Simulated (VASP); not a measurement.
Computed with PBEsol GGA, VASP's PBE PAW potentials (set 64) (plane waves; VASP).

The input files of a VASP run:

**INCAR**
```
ALGO  =  Normal
EDIFF  =  1E-7
ENCUT  =  480
GGA  =  PS
ISIF  =  2
ISMEAR  =  1
LASPH  =  .TRUE.
LCHARG  =  .FALSE.
LMAXMIX  =  4
LREAL  =  .FALSE.
LWAVE  =  .FALSE.
NELM  =  100
PREC  =  Accurate
SIGMA  =  0.1
SYSTEM  =  Sc
```

File KPOINTS:
```
K-points
0
Gamma
 12 12 8
```

File POSCAR:
```
Sc
3.2766720
  0.5000000771  -0.8660255117   0.0000000000
  0.5000000771   0.8660255117   0.0000000000
  0.0000000000   0.0000000000   1.5511661024
Sc
2
direct
  0.3333330000   0.6666670000   0.2352439544
  0.6666670000   0.3333330000   0.7500000000
```

POTCAR, in this order: Sc_sv (PBE.64 set). Program: vasp_std.

What VASP printed:

OUTCAR:
```
 ion  position               nearest neighbor table
   1  0.333  0.667  0.235-   2 3.11   2 3.11   2 3.11   2 3.23   2 3.23   2 3.23
   2  0.667  0.333  0.750-   1 3.11   1 3.11   1 3.11   1 3.23   1 3.23   1 3.23
  LATTYP: Found a hexagonal cell.
 ALAT       =     3.2766724326
 C/A-ratio  =     1.5511658976
 Subroutine PRICEL returns:
 Original cell was already a primitive cell.
 Subroutine GETGRP returns: Found 12 space group operations
The static configuration has the point symmetry C_3v.
 The point group associated with its full space group is D_3d.
The dynamic configuration has the point symmetry C_3v.
 Subroutine INISYM returns: Found 12 space group operations
 Subroutine IBZKPT returns following result:
 Found    131 irreducible k-points:

 Following reciprocal coordinates:
            Coordinates               Weight
  0.000000  0.000000  0.000000      1.000000
  0.083333  0.000000  0.000000      6.000000
  0.166667  0.000000  0.000000      6.000000
  0.250000  0.000000  0.000000      6.000000
  0.333333  0.000000  0.000000      6.000000
  0.416667  0.000000  0.000000      6.000000
  0.500000  0.000000  0.000000      3.000000
...
```

### OSZICAR
```
       N       E                     dE             d eps       ncg     rms          rms(c)
DAV:   1     0.367796256137E+03    0.36780E+03   -0.10669E+04  3946   0.147E+03
DAV:   2     0.754549766836E+01   -0.36025E+03   -0.35495E+03  5408   0.670E+02
DAV:   3    -0.143438928001E+02   -0.21889E+02   -0.21408E+02  6543   0.186E+02
DAV:   4    -0.146750289837E+02   -0.33114E+00   -0.32990E+00  6032   0.222E+01
DAV:   5    -0.146803785200E+02   -0.53495E-02   -0.53489E-02  6593   0.279E+00    0.827E+00
DAV:   6    -0.133845908698E+02    0.12958E+01   -0.29494E+00  4910   0.227E+01    0.247E+00
DAV:   7    -0.132109301002E+02    0.17366E+00   -0.75566E-01  5092   0.105E+01    0.834E-01
DAV:   8    -0.131995396112E+02    0.11390E-01   -0.28517E-02  5430   0.255E+00    0.243E-01
DAV:   9    -0.131981108430E+02    0.14288E-02   -0.81349E-03  5148   0.110E+00    0.261E-02
DAV:  10    -0.131981258844E+02   -0.15041E-04   -0.11684E-04  6641   0.170E-01    0.138E-02
DAV:  11    -0.131981224291E+02    0.34554E-05   -0.87378E-06  6091   0.366E-02    0.489E-03
DAV:  12    -0.131981245769E+02   -0.21479E-05   -0.93203E-07  6239   0.116E-02    0.763E-04
DAV:  13    -0.131981243151E+02    0.26186E-06   -0.32306E-08  3253   0.310E-03    0.228E-04
DAV:  14    -0.131981243124E+02    0.26525E-08   -0.75870E-09  2973   0.218E-03
   1 F= -.13198124E+02 E0= -.13198254E+02  d E =0.389518E-03
```

### OUTCAR
```
------------------------ aborting loop because EDIFF is reached ----------------------------------------
  FORCE on cell =-STRESS in cart. coord.  units (eV):
  Direction    XX          YY          ZZ          XY          YZ          ZX
  --------------------------------------------------------------------------------------
  Total       -0.0114733     -0.0114733      0.0716705      0.0000000      0.0000000      0.0000000
  in kB       -0.3889666     -0.3889665      2.4297565      0.0000000      0.0000000      0.0000000
  external PRESSURE =       0.5506078 kB  Pullay stress =       0.0000000 kB
  volume of cell :       47.26
      direct lattice vectors                 reciprocal lattice vectors
     1.638336253 -2.837681546  0.000000000     0.305187656 -0.176200180  0.000000000
     1.638336253  2.837681546  0.000000000     0.305187656  0.176200180  0.000000000
     0.000000000  0.000000000  5.082662535     0.000000000  0.000000000  0.196747274
 POSITION                                       TOTAL-FORCE (eV/Angst)
 -----------------------------------------------------------------------------------
      1.63834      0.94590      1.19567         0.000000      0.000000      0.351402
      1.63834     -0.94590      3.81200        -0.000000     -0.000000     -0.351402
 -----------------------------------------------------------------------------------
    total drift:                                0.000000      0.000463      0.000060
  FREE ENERGIE OF THE ION-ELECTRON SYSTEM (eV)
  ---------------------------------------------------
  free  energy   TOTEN  =       -13.1981243124 eV

  energy  without entropy=      -13.1985138301  energy(sigma->0) =      -13.19825415
```
(Selected blocks of OUTCAR.)

File OUTCAR:
```
 val. band max:        3.8141472675   @ k =  -0.1667   0.4167   0.2500

 cond. band min:       3.8191358914   @ k =   0.2500   0.1667   0.3750


 Fermi energy:         3.8142052404

 k-point     1 :       0.0000    0.0000    0.0000
  band No.  band energies     occupation
      1     -45.2713      2.00000
      2     -45.1808      2.00000
      3     -24.2355      2.00000
      4     -23.8342      2.00000
      5     -23.8342      2.00000
      6     -23.7531      2.00000
      7     -23.7531      2.00000
      8     -23.7166      2.00000
      9      -1.3892      2.00000
     10       2.1210      2.00000
     11       4.5629     -0.00000
     12       5.4482     -0.00000
     13       5.4482     -0.00000
     14       5.7934     -0.00000
     15       5.9028      0.00000

 k-point     2 :       0.0833    0.0000    0.0000
  band No.  band energies     occupation
      1     -45.2673      2.00000
      2     -45.1796      2.00000
      3     -24.2249      2.00000
      4     -23.8546      2.00000
      5     -23.8413      2.00000
      6     -23.7741      2.00000
      7     -23.7555      2.00000
      8     -23.7213      2.00000
      9      -1.2323      2.00000
     10       2.2503      2.00000
     11       4.4110     -0.00000
     12       5.1875     -0.00000
     13       5.5632     -0.00000
     14       5.7954     -0.00000
     15       5.9692      0.00000

 k-point     3 :       0.1667    0.0000    0.0000
  band No.  band energies     occupation
      1     -45.2562      2.00000
      2     -45.1765      2.00000
      3     -24.1948      2.00000
      4     -23.9102      2.00000
      5     -23.8600      2.00000
      6     -23.8303      2.00000
      7     -23.7626      2.00000
      8     -23.7361      2.00000
      9      -0.7779      2.00000
     10       2.5938      2.00000
     11       4.0610     -0.00267
     12       4.7239     -0.00000
     13       5.5541     -0.00000
     14       5.8349      0.00000
     15       5.8891      0.00000
...
```

The compound is Sc in the hcp structure. This cell was strained or had an atom moved on purpose.
